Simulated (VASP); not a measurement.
Method: LDA (Ceperley-Alder, Perdew-Zunger), VASP's LDA PAW potentials (set 64) (plane waves; VASP).

The input files of a VASP run:

File POSCAR:
```
Ga3Tc
4.045750
 -0.4685521844   0.4685521844   1.0000000000
  0.4685521844  -0.4685521844   1.0000000000
  0.4685521844   0.4685521844  -1.0000000000
Ga Tc
3 1
direct
  0.7500000000   0.2500000000   0.5000000000
  0.2500000000   0.7500000000   0.5000000000
  0.5000000000   0.5000000000   0.0000000000
  0.0000000000   0.0000000000   0.0000000000
```

### INCAR
```
SYSTEM = Ga3Tc
PREC = Accurate
ENCUT = 300
EDIFF = 1E-6
NELM = 100
ALGO = Normal
LREAL = .FALSE.
LASPH = .TRUE.
ISMEAR = 0
SIGMA = 0.1
LMAXMIX = 4
LWAVE = .FALSE.
LCHARG = .FALSE.
ISIF = 2
```

File KPOINTS:
```
K-points
0
G
  9 9 9
```

POTCAR, in this order: Ga_d Tc_pv (LDA.64 set). Program: vasp_std.

Output

OUTCAR:
```
 ion  position               nearest neighbor table
   1  0.750  0.250  0.500-   2 2.68   2 2.68   2 2.68   2 2.68   4 2.77   3 2.77   4 2.77   4 2.77
                             3 2.77   3 2.77   4 2.77   3 2.77
   2  0.250  0.750  0.500-   1 2.68   1 2.68   1 2.68   1 2.68   4 2.77   3 2.77   4 2.77   3 2.77
                             4 2.77   4 2.77   3 2.77   3 2.77
   3  0.500  0.500  0.000-   4 2.68   4 2.68   4 2.68   4 2.68   2 2.77   1 2.77   2 2.77   1 2.77
                             2 2.77   2 2.77   1 2.77   1 2.77
   4  0.000  0.000  0.000-   3 2.68   3 2.68   3 2.68   3 2.68   2 2.77   1 2.77   2 2.77   2 2.77
                             1 2.77   1 2.77   2 2.77   1 2.77
  LATTYP: Found a body centered tetragonal cell.
 ALAT       =     3.7912900000
 C/A-ratio  =     2.1342339942
 Subroutine PRICEL returns:
 Original cell was already a primitive cell.
 Subroutine GETGRP returns: Found 16 space group operations
The static configuration has the point symmetry D_4h.
The dynamic configuration has the point symmetry D_4h.
 Subroutine INISYM returns: Found 16 space group operations
 Subroutine IBZKPT returns following result:
 Found     75 irreducible k-points:

 Following reciprocal coordinates:
            Coordinates               Weight
  0.000000  0.000000  0.000000      1.000000
  0.111111 -0.000000  0.000000      8.000000
...
```

File OSZICAR:
```
       N       E                     dE             d eps       ncg     rms          rms(c)
DAV:   1     0.383516944128E+03    0.38352E+03   -0.19114E+04  5518   0.231E+03
DAV:   2     0.137706860870E+02   -0.36975E+03   -0.36268E+03  4952   0.493E+02
DAV:   3    -0.225709991703E+02   -0.36342E+02   -0.35804E+02  5287   0.140E+02
DAV:   4    -0.234910422405E+02   -0.92004E+00   -0.91471E+00  5621   0.257E+01
DAV:   5    -0.235135306524E+02   -0.22488E-01   -0.22482E-01  5816   0.357E+00    0.117E+01
DAV:   6    -0.230456383086E+02    0.46789E+00   -0.19835E+00  5097   0.116E+01    0.422E+00
DAV:   7    -0.229436243242E+02    0.10201E+00   -0.78815E-01  5988   0.567E+00    0.359E+00
DAV:   8    -0.228736375331E+02    0.69987E-01   -0.27520E-01  4952   0.350E+00    0.442E-01
DAV:   9    -0.228711358274E+02    0.25017E-02   -0.12450E-02  5627   0.154E+00    0.126E-01
DAV:  10    -0.228709147783E+02    0.22105E-03   -0.17566E-03  5231   0.985E-01    0.336E-02
DAV:  11    -0.228708991864E+02    0.15592E-04   -0.26714E-04  5584   0.514E-01    0.122E-02
DAV:  12    -0.228709044203E+02   -0.52339E-05   -0.94731E-05  5793   0.110E-01    0.425E-03
DAV:  13    -0.228709050257E+02   -0.60538E-06   -0.86167E-06  5119   0.443E-02
   1 F= -.22870905E+02 E0= -.22862825E+02  d E =-.161607E-01
```

**OUTCAR**
```
------------------------ aborting loop because EDIFF is reached ----------------------------------------
  FORCE on cell =-STRESS in cart. coord.  units (eV):
  Direction    XX          YY          ZZ          XY          YZ          ZX
  --------------------------------------------------------------------------------------
  Total       -2.1611023     -2.1611023     -1.9170126      0.0000000      0.0000000      0.0000000
  in kB      -59.5405506    -59.5405506    -52.8156338      0.0000000      0.0000000      0.0000000
  external PRESSURE =     -57.2989117 kB  Pullay stress =       0.0000000 kB
  volume of cell :       58.15
      direct lattice vectors                 reciprocal lattice vectors
    -1.895645000  1.895645000  4.045750000     0.000000000  0.263762466  0.123586480
     1.895645000 -1.895645000  4.045750000     0.263762466  0.000000000  0.123586480
     1.895645000  1.895645000 -4.045750000     0.263762466  0.263762466  0.000000000
 POSITION                                       TOTAL-FORCE (eV/Angst)
 -----------------------------------------------------------------------------------
      0.00000      1.89565      2.02287         0.000000      0.000000     -0.000000
      1.89565      0.00000      2.02287        -0.000000     -0.000000      0.000000
      0.00000      0.00000      4.04575         0.000000      0.000000      0.000000
      0.00000      0.00000      0.00000         0.000000      0.000000      0.000000
 -----------------------------------------------------------------------------------
    total drift:                                0.000000      0.000000      0.000000
  FREE ENERGIE OF THE ION-ELECTRON SYSTEM (eV)
  ---------------------------------------------------
  free  energy   TOTEN  =       -22.8709050257 eV

  energy  without entropy=      -22.8547443696  energy(sigma->0) =      -22.86282470
```
(Selected blocks of OUTCAR.)

At this cut-off the stress carries a Pulay error, which pulls relaxed volumes low.

The structure comes from a computed database's Ga3Tc entry; how it stands against other phases isn't given here. The cell was not relaxed at this level.
